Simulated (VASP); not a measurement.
# Cr monolayer on Nb(110) in VASP, part 2 of 3

Aim: model Cr monolayer on Nb(110) by a slab and find how far its highest filled level lies below the vacuum.

VASP 6.6.1; PBE, spin-polarised from a ferromagnetic start; plane waves and PAW (Nb_pv, Cr).

Still holding for the runs below: The magnetic state follows from one typed start and may not be the lowest.

So far. Step 2 (Surface relaxation): The run ended after 7 ionic steps, 0.057 eV below its first step, once the forces on the free atoms met EDIFFG = -0.03.

**3. Vacuum level and density of states**

A static run writes the electrostatic potential without exchange and correlation (LVHAR), which is flat in the vacuum and gives the level to count from. The dipole correction cancels the field that unlike faces would set up across the vacuum.

INCAR reads:

```
SYSTEM = Nb4Cr
PREC = Normal
ENCUT = 300
EDIFF = 1E-06
NELM = 120
ISMEAR = -1
SIGMA = 0.1
LREAL = .FALSE.
ALGO = Fast
GGA = PE
NBANDS = 85
ISPIN = 2
MAGMOM = 0 0 0 0 0 0 0 0 3 3
LASPH = .TRUE.
LMAXMIX = 4
LORBIT = 11
LWAVE = .TRUE.
LCHARG = .TRUE.
IDIPOL = 3
LDIPOL = .TRUE.
DIPOL = 0.5 0.5 0.502
LVHAR = .TRUE.
LVACPOTAV = .TRUE.
LELF = .TRUE.
NEDOS = 1500
```

POSCAR reads:

```
Nb4Cr
1.0
    4.6669047558      0.0000000000      0.0000000000
    0.0000000000      3.3000000000      0.0000000000
    0.0000000000      0.0000000000     26.1203839893
Nb Cr
8 2
Direct
    0.0000000000      0.0000000000      0.3260728348
    0.5000000000      0.5000000000      0.3260728348
    0.0000000000      0.5000000000      0.4132400097
    0.5000000000      0.0000000000      0.4132400097
    0.0000000000      0.0000000000      0.5043992736
    0.5000000000      0.5000000000      0.5043992736
    0.0000000000      0.5000000000      0.5955055977
    0.5000000000      0.0000000000      0.5955055977
    0.0000000000      0.0000000000      0.6730385467
    0.5000000000      0.5000000000      0.6730385467
```

KPOINTS reads:

```
Automatic mesh
0
Gamma
6 8 1
0 0 0
```

Potentials, in the order of the species: Nb_pv and Cr (PBE family, release 64).

On the command line:

```bash
mpirun -np 4 vasp_std
```

Output:

```text
[banner, memory and clock lines left out]
running    4 mpi-ranks, on    1 nodes
 distrk:  each k-point on    4 cores,    1 groups
 distr:  one band on    1 cores,    4 groups

 POSCAR found type information on POSCAR NbCr
 POSCAR found :  2 types and      10 ions
 LDA part: xc-table for (Slater+PW92), standard interpolation
|                                                                             |
|           W    W    AA    RRRRR   N    N  II  N    N   GGGG   !!!           |
|           W    W   A  A   R    R  NN   N  II  NN   N  G    G  !!!           |
|           W    W  A    A  R    R  N N  N  II  N N  N  G       !!!           |
|           W WW W  AAAAAA  RRRRR   N  N N  II  N  N N  G  GGG   !            |
|           WW  WW  A    A  R   R   N   NN  II  N   NN  G    G                |
|           W    W  A    A  R    R  N    N  II  N    N   GGGG   !!!           |
|                                                                             |
|     The number of bands has been changed from the values supplied in        |
|     The orbitals not found in the WAVECAR file will be initialized with     |
|     random numbers, which is usually adequate. For correlated               |
|     calculations, however, you should redo the groundstate calculation.     |
|     I found NBANDS = 85. Now, NBANDS = 88.                                  |
|                                                                             |

 POSCAR, INCAR and KPOINTS ok, starting setup
 FFT: planning ... GRIDC
 FFT: planning ... GRID_SOFT
 FFT: planning ... GRID
 WAVECAR not read
 entering main loop
       N       E                     dE             d eps       ncg     rms          rms(c)
DAV:   1     0.918397212026E+03    0.91840E+03   -0.37802E+04  8176   0.726E+02
DAV:   2    -0.457154669119E+02   -0.96411E+03   -0.90511E+03  7064   0.406E+02
DAV:   3    -0.105561076747E+03   -0.59846E+02   -0.54228E+02 10088   0.943E+01
DAV:   4    -0.108994388289E+03   -0.34333E+01   -0.33129E+01 10016   0.250E+01
DAV:   5    -0.109080917694E+03   -0.86529E-01   -0.86374E-01 10560   0.457E+00    0.573E+01
RMM:   6    -0.517933390808E+03   -0.40885E+03   -0.41737E+02 11134   0.658E+01    0.147E+02
RMM:   7    -0.177669612869E+03    0.34026E+03   -0.40523E+01  9978   0.263E+01    0.554E+01
RMM:   8    -0.245166255793E+03   -0.67497E+02   -0.59499E+01  9942   0.332E+01    0.470E+01
RMM:   9    -0.178284455084E+03    0.66882E+02   -0.27670E+01 10420   0.178E+01    0.473E+01
RMM:  10    -0.109827856868E+03    0.68457E+02   -0.83863E+00 10058   0.979E+00    0.365E+01
RMM:  11    -0.969299363168E+02    0.12898E+02   -0.34176E+00  8272   0.763E+00    0.262E+01
RMM:  12    -0.936541386666E+02    0.32758E+01   -0.19816E+00 10051   0.373E+00    0.242E+01
RMM:  13    -0.922869664260E+02    0.13672E+01   -0.97724E-01  9906   0.279E+00    0.180E+01
RMM:  14    -0.906713611972E+02    0.16156E+01   -0.13842E+00 10424   0.356E+00    0.135E+01
RMM:  15    -0.908135576231E+02   -0.14220E+00   -0.42864E-01 10131   0.182E+00    0.120E+01
RMM:  16    -0.922291480046E+02   -0.14156E+01   -0.52493E-01 10329   0.224E+00    0.121E+01
RMM:  17    -0.926942872065E+02   -0.46514E+00   -0.13559E+00 11462   0.392E+00    0.861E+00
RMM:  18    -0.935614456585E+02   -0.86716E+00   -0.45399E-01 10643   0.164E+00    0.880E+00
RMM:  19    -0.938014544188E+02   -0.24001E+00   -0.36000E-01 10609   0.115E+00    0.692E+00
RMM:  20    -0.938826414159E+02   -0.81187E-01   -0.15289E-01  9847   0.826E-01    0.515E+00
RMM:  21    -0.940384702962E+02   -0.15583E+00   -0.10718E-01 10043   0.639E-01    0.481E+00
RMM:  22    -0.942227629635E+02   -0.18429E+00   -0.14381E-01 10985   0.670E-01    0.459E+00
RMM:  23    -0.942473312557E+02   -0.24568E-01   -0.28437E-02 10260   0.476E-01    0.313E+00
RMM:  24    -0.943595317179E+02   -0.11220E+00   -0.19809E-02 10473   0.413E-01    0.316E+00
RMM:  25    -0.943521422174E+02    0.73895E-02   -0.12417E-02 10425   0.317E-01    0.226E+00
RMM:  26    -0.943594676400E+02   -0.73254E-02   -0.40039E-03 10586   0.141E-01    0.209E+00
RMM:  27    -0.943350367014E+02    0.24431E-01   -0.54830E-03 10328   0.148E-01    0.192E+00
RMM:  28    -0.943266789482E+02    0.83578E-02   -0.83543E-04 10233   0.708E-02    0.190E+00
RMM:  29    -0.943242905405E+02    0.23884E-02   -0.31791E-04 10668   0.412E-02    0.190E+00
RMM:  30    -0.943247256300E+02   -0.43509E-03   -0.52687E-04 10583   0.687E-02    0.190E+00
[...]
RMM:  50    -0.944038591015E+02   -0.17434E-04   -0.29599E-06  7568   0.546E-03    0.620E-03
RMM:  51    -0.944038635171E+02   -0.44156E-05   -0.14654E-06  7030   0.418E-03    0.367E-03
RMM:  52    -0.944038556036E+02    0.79135E-05   -0.52596E-07  6465   0.296E-03    0.304E-03
RMM:  53    -0.944038620949E+02   -0.64913E-05   -0.41522E-07  6063   0.205E-03    0.305E-03
RMM:  54    -0.944038668909E+02   -0.47959E-05   -0.22863E-07  5695   0.146E-03    0.329E-03
RMM:  55    -0.944038748388E+02   -0.79479E-05   -0.17409E-07  5244   0.137E-03    0.234E-03
RMM:  56    -0.944038845974E+02   -0.97586E-05   -0.14928E-07  5246   0.108E-03    0.242E-03
RMM:  57    -0.944038904274E+02   -0.58300E-05   -0.10054E-07  4964   0.107E-03    0.203E-03
RMM:  58    -0.944038968185E+02   -0.63911E-05   -0.16995E-07  5234   0.108E-03    0.121E-03
RMM:  59    -0.944038990806E+02   -0.22621E-05   -0.89166E-08  5238   0.114E-03    0.668E-04
RMM:  60    -0.944039001158E+02   -0.10352E-05   -0.60809E-08  4809   0.959E-04    0.678E-04
RMM:  61    -0.944039011078E+02   -0.99199E-06   -0.70537E-08  4867   0.968E-04
|                                                                             |
|           W    W    AA    RRRRR   N    N  II  N    N   GGGG   !!!           |
|           W    W   A  A   R    R  NN   N  II  NN   N  G    G  !!!           |
|           W    W  A    A  R    R  N N  N  II  N N  N  G       !!!           |
|           W WW W  AAAAAA  RRRRR   N  N N  II  N  N N  G  GGG   !            |
|           WW  WW  A    A  R   R   N   NN  II  N   NN  G    G                |
|           W    W  A    A  R    R  N    N  II  N    N   GGGG   !!!           |
|                                                                             |
|     Did not find any points to average over, which means that no vacuum     |
|     field-free region was found. Please increase the size of  your cell     |
|     in the dimension of the dipole correction to obtain accurate            |
|     workfunction values.                                                    |
|                                                                             |

   1 F= -.94403901E+02 E0= -.94172740E+02  d E =-.462321E+00  mag=     5.7479
 writing wavefunctions
```

Run time: 11 min. Hardware: 4 MPI ranks of Intel Xeon Platinum 8175M at 2.50GHz (Skylake/Cascade Lake), shared host; peak memory 0.94 GiB; 34 min of CPU time.

OUTCAR, selected parts (step 3):

```text
The static configuration has the point symmetry C_2v.

 Found     20 irreducible k-points:

   k-points           NKPTS =     20   k-points in BZ     NKDIM =     20   number of bands    NBANDS=     88

   NELECT =     100.0000    total number of electrons

 dipolmoment           0.000000      0.000000     -0.081516 electrons x Angstroem

 E-fermi :   0.0620

 spin component 1
 k-point     1 :       0.0000    0.0000    0.0000
  band No.  band energies     occupation
    ...
     46      -0.5350      0.99745
     47      -0.3671      0.98649
     48      -0.3636      0.98602
     49      -0.2930      0.97207
     50      -0.1037      0.83988
     51       0.1017      0.40207
     52       0.1620      0.26903
     53       0.3802      0.03984
     54       0.5299      0.00921
     55       0.5557      0.00713
    ...

 k-point     2 :       0.1667    0.0000    0.0000
  band No.  band energies     occupation
    ...
     46      -0.7411      0.99967
     47      -0.5029      0.99649
     48      -0.2999      0.97388
     49      -0.1856      0.92247
     50      -0.1238      0.86502
     51       0.1813      0.23266
     52       0.2911      0.09186
     53       0.3701      0.04388
     54       0.3945      0.03471
     55       0.4476      0.02072
    ...

 k-point     3 :       0.3333    0.0000    0.0000
  band No.  band energies     occupation
    ...
     48      -0.4002      0.99026
     49      -0.2849      0.96980
     50      -0.2503      0.95781
     51      -0.0148      0.68318
     52       0.0115      0.62371
     53       0.1884      0.22023
     54       0.2329      0.15324
     55       0.5194      0.01021
     56       0.6632      0.00244
     57       0.7001      0.00169
    ...

 k-point     4 :       0.5000    0.0000    0.0000
  band No.  band energies     occupation
    ...
     48      -0.6696      0.99934
     49      -0.2707      0.96536
     50      -0.2707      0.96536
     51       0.0254      0.59042
     52       0.0254      0.59042
     53       0.2505      0.13181
     54       0.2505      0.13181
     55       0.7345      0.00120
     56       0.7345      0.00120
     57       0.9736      0.00011
    ...

  Total       -3.2705552     -2.6995321     -0.7458542      0.0000000      0.0000000      0.0000000
  in kB      -13.0259569    -10.7516878     -2.9705856      0.0000000      0.0000000      0.0000000
  external PRESSURE =      -8.9160768 kB  Pullay stress =       0.0000000 kB

 POSITION                                       TOTAL-FORCE (eV/Angst)
 -----------------------------------------------------------------------------------
      0.00000      0.00000      8.51715         0.000000     -0.000000     -0.001682
      2.33345      1.65000      8.51715         0.000000      0.000000     -0.001682
      0.00000      1.65000     10.79399         0.000000     -0.000000      0.000162
      2.33345      0.00000     10.79399         0.000000      0.000000      0.000162
      0.00000      0.00000     13.17510         0.000000      0.000000      0.017420
      2.33345      1.65000     13.17510         0.000000      0.000000      0.017420
      0.00000      1.65000     15.55483         0.000000      0.000000     -0.018720
      2.33345      0.00000     15.55483         0.000000      0.000000     -0.018720
      0.00000      0.00000     17.58003         0.000000      0.000000      0.002820
      2.33345      1.65000     17.58003         0.000000      0.000000      0.002820
 -----------------------------------------------------------------------------------
    total drift:                               -0.000000      0.000000     -0.007518

  FREE ENERGIE OF THE ION-ELECTRON SYSTEM (eV)
  ---------------------------------------------------
  free  energy   TOTEN  =       -94.4039011078 eV

  energy  without entropy=      -93.9415796922  energy(sigma->0) =      -94.17274040

 vacuum level on the upper side and lower side of the slab         3.616         4.574

 total charge
# of ion       s       p       d       tot
------------------------------------------
    1        0.415   6.193   3.099   9.707
    2        0.415   6.193   3.099   9.707
    3        0.426   6.310   3.111   9.848
    4        0.426   6.310   3.111   9.848
    5        0.419   6.301   3.084   9.803
    6        0.419   6.301   3.084   9.803
    7        0.430   6.313   3.122   9.865
    8        0.430   6.313   3.122   9.865
    9        0.455   0.348   4.247   5.049
   10        0.455   0.348   4.247   5.049
--------------------------------------------------
tot          4.290  50.929  33.325  88.544

 magnetization (x)
# of ion       s       p       d       tot
------------------------------------------
    1        0.000  -0.000  -0.003  -0.003
    2        0.000  -0.000  -0.003  -0.003
    3       -0.001   0.001  -0.009  -0.009
    4       -0.001   0.001  -0.009  -0.009
    5        0.003  -0.000   0.016   0.019
    6        0.003  -0.000   0.016   0.019
    7       -0.013  -0.008  -0.329  -0.350
    8       -0.013  -0.008  -0.329  -0.350
    9        0.031   0.048   2.851   2.930
   10        0.031   0.048   2.851   2.930
--------------------------------------------------
tot          0.042   0.081   5.051   5.175

[... 6 parts as in an earlier step ...]

[... 10 further parts left out ...]
```

With spin, VASP writes an ELF for each channel.

This step gave:

* electronic cycles: 61
* Fermi energy: 0.062 eV
* DOS at the Fermi level: 14.06 states/eV/cell
* dipole moment: 0, 0, -0.08152 e·Å
* vacuum levels: 3.616, 4.574 eV
* work functions of the upper and lower face: 3.554, 4.512 eV

The density of states has structure finer than the step of the table below, so its rows give means over 0.5 eV, whole bins alone (the curve runs from -12.0 to 7.88 eV). Peaks (eV: height): total up -1.50: 9.75, 3.82: 8.47; total down -2.58: 6.85, -1.41: 8.25, -0.60: 7.64, 3.82: 8.57; Nb s up -4.83: 0.277, -3.30: 0.856; Nb s down -4.65: 0.340, -3.12: 0.822; Nb p up -2.67: 0.353, -0.24: 0.569, 4.63: 0.285, 5.89: 0.253.

Means over bins of 0.090 eV. Table of density of states by energy, zero at the Fermi level; means over each step; 7 of 14 lines; values in states/eV/cell:

| energy (eV) | total up | total down | Nb s up | Nb s down | Nb p up | Nb p down | Nb d up |
| --- | --- | --- | --- | --- | --- | --- | --- |
| -7.0 | 0 | 0 | 0 | 0 | 0 | 0 | 0 |
| -6.5 | 0.00425 | 9.5e-4 | 0.00165 | 4.1e-4 | 0 | 0 | 0 |
| -6.0 | 0.113 | 0.0498 | 0.0433 | 0.0257 | 0.00142 | 4.3e-4 | 0 |
| -5.5 | 0.290 | 0.253 | 0.108 | 0.126 | 0.00721 | 0.00622 | 8.4e-4 |
| -5.0 | 0.582 | 0.380 | 0.208 | 0.174 | 0.0261 | 0.0182 | 0.00873 |
| -4.5 | 0.592 | 0.622 | 0.198 | 0.267 | 0.0346 | 0.0387 | 0.0255 |
| -4.0 | 1.55 | 1.09 | 0.396 | 0.366 | 0.0841 | 0.0747 | 0.252 |
| -3.5 | 4.26 | 3.44 | 0.685 | 0.666 | 0.169 | 0.154 | 1.54 |
| -3.0 | 6.38 | 5.42 | 0.688 | 0.714 | 0.274 | 0.271 | 2.63 |
| -2.5 | 6.60 | 6.13 | 0.485 | 0.511 | 0.314 | 0.352 | 2.84 |
| -2.0 | 7.77 | 4.21 | 0.164 | 0.165 | 0.296 | 0.237 | 2.84 |
| -1.5 | 9.49 | 7.42 | 0.0942 | 0.0912 | 0.378 | 0.410 | 4.46 |
| -1.0 | 8.05 | 6.84 | 0.0898 | 0.0951 | 0.407 | 0.410 | 3.87 |
| -0.5 | 8.06 | 7.29 | 0.125 | 0.127 | 0.546 | 0.586 | 3.85 |
| 0.0 | 7.87 | 6.24 | 0.111 | 0.104 | 0.535 | 0.539 | 3.58 |
| 0.5 | 4.96 | 6.50 | 0.0753 | 0.0833 | 0.411 | 0.466 | 2.31 |
| 1.0 | 3.81 | 4.86 | 0.0541 | 0.0524 | 0.302 | 0.322 | 1.89 |
| 1.5 | 4.16 | 4.95 | 0.0616 | 0.0555 | 0.305 | 0.244 | 2.37 |
| 2.0 | 4.10 | 6.79 | 0.0368 | 0.0495 | 0.226 | 0.222 | 2.85 |
| 2.5 | 5.87 | 8.18 | 0.0576 | 0.0515 | 0.178 | 0.193 | 4.49 |
| 3.0 | 6.90 | 8.32 | 0.0561 | 0.0514 | 0.145 | 0.173 | 5.54 |
| 3.5 | 7.55 | 7.91 | 0.0599 | 0.0566 | 0.123 | 0.115 | 5.99 |
| 4.0 | 7.05 | 7.25 | 0.0929 | 0.0930 | 0.167 | 0.162 | 5.28 |
| 4.5 | 5.13 | 5.09 | 0.107 | 0.108 | 0.249 | 0.247 | 3.21 |
| 5.0 | 3.50 | 3.76 | 0.0802 | 0.0788 | 0.184 | 0.182 | 1.81 |
| 5.5 | 3.06 | 3.09 | 0.0736 | 0.0645 | 0.176 | 0.164 | 1.23 |
| 6.0 | 3.12 | 2.90 | 0.0702 | 0.0706 | 0.232 | 0.217 | 1.27 |
| 6.5 | 2.68 | 2.76 | 0.0552 | 0.0573 | 0.237 | 0.241 | 0.903 |
| 7.0 | 1.94 | 2.19 | 0.0395 | 0.0488 | 0.194 | 0.228 | 0.616 |
| 7.5 | 1.45 | 1.79 | 0.0413 | 0.0487 | 0.179 | 0.208 | 0.466 |

The planar average of the electrostatic potential oscillates, so the rows of the table below give means over windows of 2.33 Å about each position, cut where the curve ends. Its maxima inside the range that stand out by 2 % of the span (Å: eV): 2.6: 4.51, 9.7: -1.62, 12.0: -0.848, 14.3: -0.898, 16.7: -2.45. Its minima: 8.5: -8.54, 10.8: -8.43, 13.2: -8.39, 15.5: -8.59, 17.6: -8.88.

Zero at the Fermi level. Table of planar average of the electrostatic potential by height; means over each step:

| height (Å) | planar average of the electrostatic potential (eV) |
| --- | --- |
| 1.17 | 4.48 |
| 3.50 | 4.51 |
| 5.83 | 4.13 |
| 8.16 | -4.57 |
| 10.48 | -5.16 |
| 12.82 | -4.92 |
| 15.14 | -5.08 |
| 17.48 | -4.93 |
| 19.80 | 2.95 |
| 22.13 | 3.55 |
| 24.46 | 3.55 |

Density of states in the PAW spheres, an atom over height of the layer and energy from the Fermi level.

Ten even steps from '0' (0.00 states/eV) to '9' (1.81 states/eV), each cell a mean:
```
53349
65559
85657
65658
77758
67669
34459
45456
56465
35454
12342
01111
00000
00000
00000
00000
00000
00000
00000
00000
00000
00000
```
Columns: height of the layer (Å) from 8.5 to 17.6 (not evenly spaced); rows upwards: energy from the Fermi level (eV) from -7.9 to 0.5.

Spin density in the ca plane at fractional y = 0.000, with atoms of Nb and Cr within 0.2 Å of it.

Ten even steps from '0' (-0.1 e/Å³) to '9' (2.5 e/Å³), each cell a mean:
```
00000000000000000000000268410000000000000000
00000000000000000000000122100000000000000000
00000000000000000000000000000000000000000000
00000000000000000000000000000000000000000000
00000000000000000000000000000000000000000000
00000000000000000000000000000000000000000000
00000000000000000000000000000000000000000000
00000000000000000000000000000000000000000000
00000000000000000000000000000000000000000000
00000000000000000000000011100000000000000000
00000000000000000000000145310000000000000000
00000000000000000000000279620000000000000000
```
Columns run along c (16.0 Å, from fractional 0.33 to 0.94 of the cell), rows up along a (4.7 Å). Atoms in or near the plane, at fractional coordinates: Nb at (0.41, 0.50), Nb at (0.50, 0.00), Nb at (0.60, 0.50), Cr at (0.67, 0.00).

Electrostatic potential energy in the ca plane at fractional y = 0.000, with atoms of Nb and Cr within 0.2 Å of it. With pseudopotentials it is smooth inside the atoms' cores, unlike the true potential.

Ten even steps from '0' (-23 eV) to '9' (4 eV), each cell a mean:
```
00258999985300136899986200037899999999999999
23479999997432358999998521268999999999999999
56788877898765678887788876789999999999999999
88987544579988898744457999999999999999999999
99974211358999997421135899999999999999999999
99874100247999987310024799999999999999999999
99974100258999997410025899999999999999999999
89985322468999998532246899999999999999999999
77888655789877889865578888899999999999999999
44689888998644468988888754578999999999999999
11368999986311247999987300047999999999999999
00258999985200136899986100027899999999999999
```
Columns run along c (16.0 Å, from fractional 0.33 to 0.94 of the cell; values clipped at the 3rd and 97th percentile), rows up along a (4.7 Å). Atoms in or near the plane, at fractional coordinates: Nb at (0.41, 0.50), Nb at (0.50, 0.00), Nb at (0.60, 0.50), Cr at (0.67, 0.00).

Valence density in the ca plane at fractional y = 0.000, with atoms of Nb and Cr within 0.2 Å of it. It is the smooth field of the valence electrons, not physical close to the nuclei.

Values in e/Å³, 7 rows by 16 columns, each cell a mean:
```
2.6 0.4 0.2 0.3 2.3 1.5 0.2 0.2 0.7 1.5 0.1 0.0 0.0 0.0 0.0 0.0
0.5 0.2 0.3 0.2 0.4 0.3 0.2 0.3 0.2 0.2 0.1 0.0 0.0 0.0 0.0 0.0
0.2 0.5 2.2 0.5 0.2 0.2 1.0 2.0 0.3 0.1 0.0 0.0 0.0 0.0 0.0 0.0
0.2 0.9 3.8 0.9 0.2 0.2 1.8 3.4 0.4 0.1 0.0 0.0 0.0 0.0 0.0 0.0
0.2 0.4 1.4 0.4 0.2 0.2 0.7 1.2 0.2 0.1 0.0 0.0 0.0 0.0 0.0 0.0
0.9 0.2 0.2 0.2 0.8 0.5 0.2 0.3 0.3 0.4 0.1 0.0 0.0 0.0 0.0 0.0
3.2 0.4 0.2 0.3 2.9 1.9 0.2 0.2 1.0 2.0 0.1 0.0 0.0 0.0 0.0 0.0
```
Columns run along c (16.0 Å, from fractional 0.33 to 0.94 of the cell), rows up along a (4.7 Å). Atoms in or near the plane, at fractional coordinates: Nb at (0.41, 0.50), Nb at (0.50, 0.00), Nb at (0.60, 0.50), Cr at (0.67, 0.00).

The density of states holds every band computed, so its fall toward the upper end of the range is no gap.

The map of layer states is cut here 0.5 eV above the Fermi level, so it leaves out the states above that.

The vacuum level lies 3.55 eV above the Fermi level at the upper face; the two faces differ by 0.96 eV, the step that the slab's dipole of -0.082 e·Å makes.

VASP counts the dipole in electrons times Å, so a positive number points the physical dipole along −c.

The program found no field-free point at its default tolerance, but its printed level agrees with the flat part of the planar average.

On this mesh the fine structure of the density of states is sampling noise, and high empty states may be cut by the number of bands.

[end of part 2 of 3]

[Lines on the potential files, build, host, timing and source positions are cut from VASP's logs without a mark.]

[Logs are printed without paths, hosts, clocks, repeated set-up lines and the standing remarks that a program may print on its own settings, such as how far it seeks lower states.]

[Hosts, paths, dates, database ids (printed as entryN), source tags and the programs' standing remarks are cut or masked in the printed files.]

[In band tables of VASP the shares of atoms and orbitals are scaled to a sum of 1 inside the atoms' spheres.]

[Runs that stopped without an error message from VASP are left out.]
